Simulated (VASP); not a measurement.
Calculation: PBE GGA + U (Dudarev), VASP's PBE PAW potentials (set 64) (plane waves; VASP).

VASP input:

File POSCAR:
```
TiB2
1
    1.5276560000    -2.6027400000     0.0000000000
    1.5276560000     2.6027400000     0.0000000000
    0.0000000000     0.0000000000     3.1789610000
Ti B
1 2
Direct
  0.0000000000   0.0000000000   0.0000000000
  0.3333330000   0.6666670000   0.5000000000
  0.6855250000   0.3521910000   0.5000000000
```

### INCAR
```
SYSTEM  =  TiB2
PREC  =  Accurate; ENCUT  =  520; LREAL  =  F
LASPH  =  T
EDIFF  =  1E-6; NELM  =  100; ALGO  =  Normal
LMAXMIX  =  4
ISMEAR  =  1; SIGMA  =  0.1
GGA  =  PE
LDAUL  =  2 -1
LDAUU  =  1.0 0
LDAUJ  =  0 0
LDAU  =  T; LDAUTYPE  =  2; LDAUPRINT  =  1
ISIF  =  2
LWAVE  =  F; LCHARG  =  F; LORBIT  =  10
```

KPOINTS:
```
Automatic mesh
0
Gamma
10 10 9
0 0 0
```

POTCAR, in this order: Ti_sv B (PBE.64 set). Program: vasp_std.

Output

**OSZICAR**
```
       N       E                     dE             d eps       ncg     rms          rms(c)
DAV:   1     0.128110492323E+03    0.12811E+03   -0.93730E+03  6760   0.159E+03
DAV:   2    -0.190271997460E+02   -0.14714E+03   -0.14319E+03  6910   0.395E+02
DAV:   3    -0.285913118524E+02   -0.95641E+01   -0.94171E+01 10012   0.944E+01
DAV:   4    -0.289164318596E+02   -0.32512E+00   -0.32483E+00  8694   0.161E+01
DAV:   5    -0.289260021658E+02   -0.95703E-02   -0.95694E-02 10198   0.243E+00    0.171E+01
DAV:   6    -0.234986965100E+02    0.54273E+01   -0.26640E+01  8976   0.608E+01    0.388E+00
DAV:   7    -0.235535123264E+02   -0.54816E-01   -0.15808E+00  7457   0.145E+01    0.327E+00
DAV:   8    -0.235641052165E+02   -0.10593E-01   -0.13965E-01 10234   0.331E+00    0.685E-01
DAV:   9    -0.235603425295E+02    0.37627E-02   -0.51943E-02  9197   0.308E+00    0.259E-01
DAV:  10    -0.235597556281E+02    0.58690E-03   -0.49247E-03  8766   0.991E-01    0.797E-02
DAV:  11    -0.235597270751E+02    0.28553E-04   -0.21059E-04  9624   0.186E-01    0.553E-02
DAV:  12    -0.235597090278E+02    0.18047E-04   -0.11063E-04  8815   0.139E-01    0.997E-03
DAV:  13    -0.235597087964E+02    0.23138E-06   -0.86766E-06  8120   0.395E-02
   1 F= -.23559709E+02 E0= -.23559536E+02  d E =-.517911E-03
```

File OUTCAR:
```
------------------------ aborting loop because EDIFF is reached ----------------------------------------
  FORCE on cell =-STRESS in cart. coord.  units (eV):
  Direction    XX          YY          ZZ          XY          YZ          ZX
  --------------------------------------------------------------------------------------
  Total       -0.0163318      1.3922340      1.6301107     -0.1237334      0.0000000      0.0000000
  in kB       -1.0350766     88.2371075    103.3132734     -7.8419824      0.0000000      0.0000000
  external PRESSURE =      63.5051014 kB  Pullay stress =       0.0000000 kB
  volume of cell :       25.28
      direct lattice vectors                 reciprocal lattice vectors
     1.527656000 -2.602740000  0.000000000     0.327298816 -0.192105243  0.000000000
     1.527656000  2.602740000  0.000000000     0.327298816  0.192105243  0.000000000
     0.000000000  0.000000000  3.178961000     0.000000000  0.000000000  0.314568188
 POSITION                                       TOTAL-FORCE (eV/Angst)
 -----------------------------------------------------------------------------------
      0.00000      0.00000      0.00000         0.427251      0.014829      0.000000
      1.52766      0.86758      1.58948         0.649072     -0.018610      0.000000
      1.58527     -0.86758      1.58948        -1.076323      0.003781      0.000000
 -----------------------------------------------------------------------------------
    total drift:                                0.000039      0.000004      0.000000
  FREE ENERGIE OF THE ION-ELECTRON SYSTEM (eV)
  ---------------------------------------------------
  free  energy   TOTEN  =       -23.5597087964 eV

  energy  without entropy=      -23.5591908858  energy(sigma->0) =      -23.55953616

 total charge

# of ion       s       p       d       tot
------------------------------------------
    1        2.182   6.222   2.021  10.425
    2        0.690   1.340   0.000   2.029
    3        0.690   1.340   0.000   2.030
--------------------------------------------------
tot          3.562   8.902   2.021  14.484
```
(Selected blocks of OUTCAR.)

The compound is TiB2 in the AlB2 type structure. The cell was not relaxed at this level, atoms are displaced from their ideal sites. The run is one of a series of settings (LDAU = .TRUE., LDAUJ = 0 0, LDAUL = 2 -1, LDAUTYPE = 2, LDAUU = 1.0 0 against the base run), some of them coarse on purpose.
